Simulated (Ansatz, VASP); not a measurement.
## HfC: VASP beside Ansatz

One calculation is typed for both programs; each brings its own data sets. How far apart do they land? The cell is generated by rule, not measured, and may not be a known phase. The cell is taken from a series of runs on this material, whose earlier steps may have relaxed, scaled, displaced or heated it; both programs get it as it stands.

Program: Ansatz 0.2.0. Level of theory: plane waves, with VASP 6.6.1 beside it; zone-centre phonons at PBEsol. Results are calculated unless marked as measured.

The structure was built from a prototype and need not be the compound's stable phase.

## 1. Starting point

It takes space group Pm-3m (No. 221, cubic). The conventional cell has a = 2.869 Å, b = 2.869 Å, c = 2.869 Å, α = 90.00°, β = 90.00°, γ = 90.00°. Hf has 8 C at 2.48 Å nearest. C has 8 Hf at 2.48 Å nearest. Farther neighbours are not listed.

As a file:

```cif
data_structure
_symmetry_space_group_name_H-M 'P 1'
_symmetry_Int_Tables_number 1
_cell_length_a 2.8688
_cell_length_b 2.8688
_cell_length_c 2.8688
_cell_angle_alpha 90.000
_cell_angle_beta 90.000
_cell_angle_gamma 90.000
_cell_volume 23.61
loop_
_atom_site_label
_atom_site_type_symbol
_atom_site_fract_x
_atom_site_fract_y
_atom_site_fract_z
_atom_site_occupancy
Hf1 Hf 0.00000 0.00000 0.00000 1
C2 C 0.50000 0.50000 0.50000 1
```

## 2. Ansatz: zone-centre phonons, PBEsol

Ansatz runs on its default PAW (the set named soft_2) files.

Second derivatives magnify differences that forces hide, and they need a tight electronic threshold.

File input.yaml:

```yaml
crystal:
  lattice:
    - [2.8687710495, 0.0, 0.0]
    - [0.0, 2.8687710495, 0.0]
    - [0.0, 0.0, 2.8687710495]
  atoms:
    - { symbol: Hf, position: [0.0, 0.0, 0.0] }
    - { symbol: C, position: [0.5, 0.5, 0.5] }
kpoints:
  mp_grid: { grid: [16, 16, 16] }
hamiltonian:
  xc: pbesol
scf:
  occupations: { method: methfessel_paxton, width: 0.2 }
output:
  eigenvalues: true
phonons:
  method: dfpt
```

Launch:

```bash
$ ansatz run input.yaml --threads 4 --pin off --max-ram 7168MiB --backend cpu --events-out ev --progress --plain --runs-dir out
```

Numbers of over 12 decimals in the logs are rounded to 6 here.

The log of the run:

```text
Engine: ansatz 0.2.0, aarch64-unknown-linux-gnu
Pseudopotentials: kind: paw
Pseudopotential: Hf, paw, valence charge 26, recommended cutoff 420 eV (normal), Hf.paw.azcp
Pseudopotential: C, paw, valence charge 4, recommended cutoff 420 eV (normal), C.paw.azcp
Functional definition: PBEsol
  exchange = pbesol_x
  correlation = pbesol_c
Crystal: 2 atoms, lattice volume = 23.610 Å³
Basis set: ecut = 420 eV, 461 PW (Γ), exchange–correlation on 40×40×40 points (8 copies of the dense FFT grid, shifted against one another)
Bands: 19, of which v1, the nominal top of the filled ones, is band 15 counted from 1 (14 counted from 0)
Symmetry: 48 space group operations
k-points: 405 of 4096 (irreducible under 8 space group operations, time reversal used)
Non-local potential: Hf, projectors of the file, l = 0: 3, l = 1: 2, l = 2: 2, l = 3: 3
Non-local potential: C, projectors of the file, l = 0: 2, l = 1: 2, l = 2: 1
PAW form: soft (Blöchl's): semilocal exchange-correlation on the pseudo side does not see the compensation charge
PAW frozen core: Hf, regenerated for the run's functional, and the local potential with it (the file was generated under x = pbe(κ = 0.804, μ = 0.219515), c = pbe(β = 0.066725))
PAW frozen core: C, regenerated for the run's functional, and the local potential with it (the file was generated under x = pbe(κ = 0.804, μ = 0.219515), c = pbe(β = 0.066725))
PAW one-centre angular grid: Hf, 590 points (default); XC on 64 Gauss nodes
PAW one-centre angular grid: C, 110 points (default); XC on 64 Gauss nodes
Initial density: superposition of atomic densities (neutral atoms: chi_scale 0, normalization atom), corrected by the library's trained network
Initial wavefunctions: pseudopotential atomic-orbital guess
Functional: x = pbesol(κ = 0.804, μ = 0.123457), c = pbesol(β = 0.046)
SCF iter   1: F=—  HF=-15844.043880 eV  |F-HF|=—  |Δ(HF+E_count)|=         —  Δρ=1.77e-2  dr2=1.08e-1  ethr=1.77e-3  ⟨swp⟩=4.7  Hψ=30714  notcnv=0
preconditioner: auto → none  [metal: Δε(μ)=0.009 eV  Ē_g=17.856 eV  σ=0.200 eV  W_gap=0.04  n_scr=6 (ndim 8)  ℏωp=40.4 eV  f_vac=0.000  D(μ)=2.31/eV (n_scr^D=26)  sad-step TF]
SCF iter   2: F=—  HF=-15844.035500 eV  |F-HF|=—  |Δ(HF+E_count)|=   8.38e-3  S|Δr|=    0.00e0  Δρ=1.25e-2  dr2=5.81e-2  ethr=3.59e-4  ⟨swp⟩=1.0  Hψ=10935  notcnv=0
SCF iter   3: F=—  HF=-15844.025798 eV  |F-HF|=—  |Δ(HF+E_count)|=   9.70e-3  S|Δr|=    0.00e0  Δρ=2.00e-3  dr2=4.03e-4  ethr=1.94e-4  ⟨swp⟩=2.0  Hψ=9107  notcnv=0
SCF iter   4: F=—  HF=-15844.025810 eV  |F-HF|=—  |Δ(HF+E_count)|=   1.18e-5  S|Δr|=    0.00e0  Δρ=7.11e-4  dr2=1.00e-4  ethr=1.34e-6  ⟨swp⟩=2.0  Hψ=13894  notcnv=0
SCF iter   5: F=—  HF=-15844.025645 eV  |F-HF|=—  |Δ(HF+E_count)|=   1.64e-4  S|Δr|=    0.00e0  Δρ=2.22e-4  dr2=1.17e-5  ethr=3.34e-7  ⟨swp⟩=2.0  Hψ=13595  notcnv=0
SCF iter   6: F=—  HF=-15844.025633 eV  |F-HF|=—  |Δ(HF+E_count)|=   1.26e-5  S|Δr|=    0.00e0  Δρ=3.80e-5  dr2=3.79e-7  ethr=3.90e-8  ⟨swp⟩=2.1  Hψ=13792  notcnv=0
SCF iter   7: F=—  HF=-15844.025634 eV  |F-HF|=—  |Δ(HF+E_count)|=   6.55e-7  S|Δr|=    0.00e0  Δρ=3.53e-6  dr2=3.30e-9  ethr=1.26e-9  ⟨swp⟩=2.0  Hψ=13776  notcnv=0
SCF iter   8: F=—  HF=-15844.025634 eV  |F-HF|=—  |Δ(HF+E_count)|=   1.62e-9  S|Δr|=    0.00e0  Δρ=2.35e-7  dr2=1.60e-11  ethr=1.10e-11  ⟨swp⟩=2.1  Hψ=14015  notcnv=0
SCF iter   9: F=-15844.025634 eV  HF=-15844.025634 eV  |F-HF|=1.82e-12  |Δ(HF+E_count)|=  1.82e-12  S|Δr|=    0.00e0  Δρ=1.13e-8  dr2=2.38e-14  ethr=1.00e-12  ⟨swp⟩=5.5  Hψ=35180  notcnv=0
the search or the solves at the SCF's close seem to have found levels that the self-consistency loop had missed (the run counts 3). By its estimate they hold under 1e-12 electrons; where the run keeps them, the occupations were computed again with them
SCF 1 converged in 9 iterations: F = -15844.025634 eV  dr2 = 2.38e-14
  greatest PAW one-centre occupation: 0.998 electrons in one spin orbital (limit 2), on the Hf atom at site 0 (counted from 0), in its partial waves of l = 3
DFPT response loops at Γ: preconditioner auto → Kerker (q_TF=auto, 2.839 Å⁻¹) (partly filled bands, converged f_vac=0.000); β = 1.00, the filter's whole step (`scf.mixing.beta` (0.50) is not read by the response loops under this deck's `scf.mixing.preconditioner`; to damp them name `kerker` or `kerker_dos`, under which they read `scf.mixing.beta`, and type it under 1.00, their step now; both keys bind the ground state too); Broyden in place of MSR1
SCF converged after 9 iterations
Stability not checked: this state was not tested for a lower state beside it, because cold or Methfessel-Paxton smearing, or corrected tetrahedra, fill the levels in a way that the test cannot read (fill_not_monotonic; see scf.lower_state_search)
Free energy (F): -15844.025634 eV
Harris-Foulkes:  -15844.025634 eV  (|F-HF|=1.82e-12)
Internal energy: -15844.022055 eV  (E = F + TS)
E sigma→0 (E₀):  -15844.024739 eV
Entropy (-TS):   -0.003579 eV (-1.789 meV/atom)
Fermi energy:    21.763722 eV
--- Per-component energies (eV) ---
  E_band       = 153.734293
  E_kinetic    = 513.539758
  E_local      = -4870.381716  (includes V_loc(G=0)·N_el)
  E_nonlocal   = -1211.381818
  E_hartree    = 2318.161010
  E_xc         = -346.666412
  E_vxc        = -327.055576  (∫ρ·V_xc dr)
  E_paw        = -6902.320147  (= ΣΔE_a)
  E_vpaw       = 1412.691634  (= ΣTr[D̂ρ^β])
  E_aug_tail   = 0.000004  (compensation charges beyond the density's cutoff)
  E_ewald      = -5346.244926
  E_core_change = 1.272192  (= ΣΔE_core)
  E_smearing   = -0.003579  (= −TS)
  E_closure    = -0.000000  (closes the sum)
  Σ components = -15844.025634   (vs F -15844.025634, Δ=0.00e0)
--- Band table (eV; the first three rows and the last of 405) ---
  k-point 0: bands = [... 11 lower, 10.4329, 19.7383, 19.7383, 22.9484, 22.9484, 22.9484, 28.1156, 28.1156]
  k-point 1: bands = [... 11 lower, 10.4322, 19.6976, 19.7774, 22.8358, 22.8358, 22.8953, 28.1368, 28.2047]
  k-point 2: bands = [... 11 lower, 10.4303, 19.4535, 19.8913, 22.5330, 22.5330, 22.9583, 28.1979, 28.4493]
  k-point 404: bands = [... 11 lower, 14.7778, 16.0596, 16.0596, 16.0596, 30.8349, 30.8349, 30.8349, 31.2129]
--- Phonons (Γ-DFPT): 2 representative perturbations + reference, on 405 of 4096 k-points (Σ response iterations 6) ---
  k mesh reduced under 8 symmetry operations, with k and −k counted as one. Each operation leaves every solved perturbation unchanged. A smaller set is not used because it would not reduce the number of displacements times k-points to solve
  ASR residual: 7.038e-6 → 0.000e0 eV/Å²; symmetrization residual: 3.077e-7 eV/Å²
  ASR residual per site (eV/Å²): 7.04e-6 6.17e-7
  Γ frequencies (cm⁻¹): 0.00 0.00 0.00 147.40 147.40 147.40
  non-analytic LO–TO correction: not included (Born effective charges unavailable; polar crystals: no LO–TO splitting at Γ)
```

## 3. VASP: zone-centre phonons, PBEsol

The same cell, functional, mesh and smearing now go to VASP, with its own data sets.

Lines of VASP's logs that name or quote its potential files are left out, and so is its time.

File INCAR:

```
SYSTEM = HfC
PREC = Accurate
ENCUT = 600
EDIFF = 1E-08
NELM = 120
ISMEAR = 1
SIGMA = 0.2
LREAL = .FALSE.
ALGO = Normal
GGA = PS
NBANDS = 13
LASPH = .TRUE.
LORBIT = 11
LWAVE = .FALSE.
LCHARG = .FALSE.
ISIF = 2
IBRION = 8
GGA_COMPAT = .FALSE.
KPAR = 2
```

File POSCAR:

```
HfC
1.0
    2.8687710495      0.0000000000      0.0000000000
    0.0000000000      2.8687710495      0.0000000000
    0.0000000000      0.0000000000      2.8687710495
Hf C
1 1
Direct
    0.0000000000      0.0000000000      0.0000000000
    0.5000000000      0.5000000000      0.5000000000
```

File KPOINTS:

```
Automatic mesh
0
Gamma
16 16 16
0 0 0
```

PAW data sets: Hf_pv and C (PBE family, release 64).

Launch:

```bash
$ mpirun -np 2 vasp_std
```

The log of the run:

```text
[banner, memory and clock lines left out]
running    2 mpi-ranks, on    1 nodes
 distrk:  each k-point on    1 cores,    2 groups
 distr:  one band on    1 cores,    1 groups

 POSCAR found type information on POSCAR HfC
 POSCAR found :  2 types and       2 ions
|                                                                             |
|               ----> ADVICE to this user running VASP <----                  |
|                                                                             |
|     You enforced a specific xc type in the INCAR file but a different       |
|     [... a line on the potential file left out ...]
|     I HOPE YOU KNOW WHAT YOU ARE DOING!                                     |
|                                                                             |

 LDA part: xc-table for (Slater+PW92), standard interpolation
 POSCAR, INCAR and KPOINTS ok, starting setup
 FFT: planning ... GRIDC
 FFT: planning ... GRID_SOFT
 FFT: planning ... GRID
 WAVECAR not read
 entering main loop
       N       E                     dE             d eps       ncg     rms          rms(c)
DAV:   1     0.292183305234E+02    0.29218E+02   -0.82596E+03  4290   0.117E+03
DAV:   2    -0.207266943910E+02   -0.49945E+02   -0.46630E+02  5568   0.224E+02
DAV:   3    -0.224274900388E+02   -0.17008E+01   -0.16865E+01  5058   0.301E+01
DAV:   4    -0.224367518855E+02   -0.92618E-02   -0.92599E-02  4854   0.254E+00
DAV:   5    -0.224368105529E+02   -0.58667E-04   -0.58666E-04  4983   0.177E-01    0.472E+01
DAV:   6    -0.199406072057E+02    0.24962E+01   -0.16818E+01  4763   0.193E+01    0.381E+01
DAV:   7    -0.195888112997E+02    0.35180E+00   -0.15805E+00  4686   0.683E+00    0.258E+01
DAV:   8    -0.195450075199E+02    0.43804E-01   -0.21075E-01  4713   0.346E+00    0.793E+00
DAV:   9    -0.195346005193E+02    0.10407E-01   -0.17560E-02  4681   0.105E+00    0.542E-01
DAV:  10    -0.195345414233E+02    0.59096E-04   -0.18428E-03  5446   0.314E-01    0.184E-01
DAV:  11    -0.195344773843E+02    0.64039E-04   -0.14998E-04  4930   0.783E-02    0.900E-02
DAV:  12    -0.195344793404E+02   -0.19560E-05   -0.12953E-05  5222   0.297E-02    0.109E-01
DAV:  13    -0.195344782782E+02    0.10622E-05   -0.50418E-06  5348   0.174E-02    0.431E-03
DAV:  14    -0.195344782179E+02    0.60307E-07   -0.28013E-07  5250   0.416E-03    0.174E-03
DAV:  15    -0.195344782082E+02    0.96768E-08   -0.85472E-09  2811   0.753E-04
   1 F= -.19534478E+02 E0= -.19533355E+02  d E =-.337070E-02
 Linear response reoptimize wavefunctions to high precision
DAV:   1    -0.195344782190E+02   -0.10814E-07   -0.39079E-09  5125   0.500E-04
DAV:   2    -0.195344782190E+02   -0.27740E-10   -0.89068E-11  2390   0.909E-05
 Linear response DOF=           2
 Linear response progress:
  Degree of freedom:   1/  2
       N       E                     dE             d eps       ncg     rms          rms(c)
RMM:   1    -0.207914430793E+00   -0.20791E+00    0.40640E+00 11724   0.121E+01
RMM:   2    -0.206801350117E+00    0.11131E-02   -0.30338E-02 16130   0.123E+00    0.505E-01
RMM:   3    -0.206303012294E+00    0.49834E-03   -0.11686E-03 20760   0.165E-01    0.207E-01
RMM:   4    -0.205936137058E+00    0.36688E-03   -0.92349E-05 22240   0.538E-02    0.135E-01
RMM:   5    -0.205570554260E+00    0.36558E-03   -0.25355E-05 21445   0.350E-02    0.120E-02
RMM:   6    -0.205545254820E+00    0.25299E-04   -0.26597E-06 21827   0.918E-03    0.443E-03
RMM:   7    -0.205554725295E+00   -0.94705E-05   -0.38636E-05 23277   0.251E-03    0.518E-03
RMM:   8    -0.205554571968E+00    0.15333E-06   -0.25081E-05 23483   0.748E-04    0.267E-03
RMM:   9    -0.205554731851E+00   -0.15988E-06   -0.13612E-05 23503   0.374E-04    0.856E-04
RMM:  10    -0.205555396514E+00   -0.66466E-06   -0.73897E-06 23529   0.233E-04    0.214E-04
RMM:  11    -0.205555542981E+00   -0.14647E-06   -0.40628E-06 23417   0.119E-04    0.654E-05
RMM:  12    -0.205555665624E+00   -0.12264E-06   -0.19796E-06 23780   0.761E-05    0.321E-05
RMM:  13    -0.205555655457E+00    0.10166E-07   -0.93317E-07 22664   0.509E-05    0.392E-05
RMM:  14    -0.205555666158E+00   -0.10701E-07   -0.41811E-07 17954   0.391E-05    0.261E-05
RMM:  15    -0.205555684755E+00   -0.18596E-07   -0.11626E-07 18813   0.341E-05    0.949E-06
RMM:  16    -0.205555686261E+00   -0.15061E-08    0.50265E-08 13591   0.304E-05    0.280E-06
 first order change of Fermi-energy   0.23160E-03
 force on displaced ion       1 direction 1 :  -0.872   0.000   0.000
 Linear response progress:
  Degree of freedom:   2/  2
       N       E                     dE             d eps       ncg     rms          rms(c)
RMM:   1    -0.115545257443E+00   -0.11555E+00    0.38035E-02 23131   0.171E+00
RMM:   2    -0.114815848965E+00    0.72941E-03   -0.21645E-03 16707   0.273E-01    0.423E-01
RMM:   3    -0.115113757981E+00   -0.29791E-03   -0.56840E-04 15144   0.135E-01    0.213E-01
RMM:   4    -0.115858306912E+00   -0.74455E-03   -0.35603E-04 16144   0.979E-02    0.313E-02
RMM:   5    -0.115842037529E+00    0.16269E-04   -0.15943E-05 16963   0.276E-02    0.773E-03
RMM:   6    -0.115846857644E+00   -0.48201E-05   -0.10757E-06 17960   0.527E-03    0.484E-03
RMM:   7    -0.115836888703E+00    0.99689E-05   -0.19160E-07 17308   0.238E-03    0.276E-03
RMM:   8    -0.115835932810E+00    0.95589E-06   -0.15556E-08 18772   0.863E-04    0.147E-03
RMM:   9    -0.115839860851E+00   -0.39280E-05   -0.18949E-08 18058   0.515E-04    0.141E-04
RMM:  10    -0.115838967903E+00    0.89295E-06   -0.19290E-08 19359   0.158E-04    0.137E-04
RMM:  11    -0.115838917184E+00    0.50719E-07   -0.15980E-08 19869   0.627E-05    0.227E-04
RMM:  12    -0.115839006814E+00   -0.89630E-07   -0.12611E-08 18257   0.509E-05    0.548E-05
RMM:  13    -0.115839013556E+00   -0.67425E-08   -0.13505E-08 19351   0.335E-05    0.333E-05
 first order change of Fermi-energy  -0.18104E-03
 force on displaced ion       2 direction 1 :  -0.881   0.000  -0.000
 Linear response finished
```

(Continued in part 2 of 2.)

[Lines on the potential files, build, host, timing and source positions are cut from VASP's logs without a mark.]

[Logs are printed without paths, hosts, clocks, repeated set-up lines and the standing remarks that a program may print on its own settings, such as how far it seeks lower states.]

[Hosts, paths, dates, database ids (printed as entryN), source tags and the programs' standing remarks are cut or masked in the printed files.]
